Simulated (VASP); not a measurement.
Here is the system:

```xyz
2
Lattice="0.0000 2.5891 2.5891 2.5891 0.0000 2.5891 2.5891 2.5891 0.0000" Properties=species:S:1:pos:R:3 pbc="T T T"
Mg     0.0000     0.0000     0.0000
S      2.5891     2.5891     2.5891
```

Computed with PBEsol GGA, VASP's PBE PAW potentials (set 64) (plane waves; VASP). Run with 480 eV cut-off, 8×8×8 Γ-centred mesh, Gaussian smearing of 0.050 eV, potentials Mg S.

Energy and stress use the plane-wave basis of the starting cell.

Problem. The ions, cell shape and volume at an external pressure of 30.0 GPa are relaxed. What does this cell relax into?

Solution. 
```xyz
2
Lattice="0.0000 2.3941 2.3941 2.3941 0.0000 2.3941 2.3941 2.3941 0.0000" Properties=species:S:1:pos:R:3 pbc="T T T"
Mg     0.0000     0.0000     0.0000
S      2.3941     2.3941     2.3941
```
Space group Fm-3m (225), at a tolerance of 0.03 Å.

Problem. How do energy and volume change from the first to the last step?

Solution. The energy (σ→0) changes by +278.1 meV/atom and the volume by -20.9 %, in 7 ionic steps.

The compound is MgS in the rock salt structure. This run relaxes it under an external pressure of 30 GPa. Symmetry was kept, so distortions that lower it aren't found.
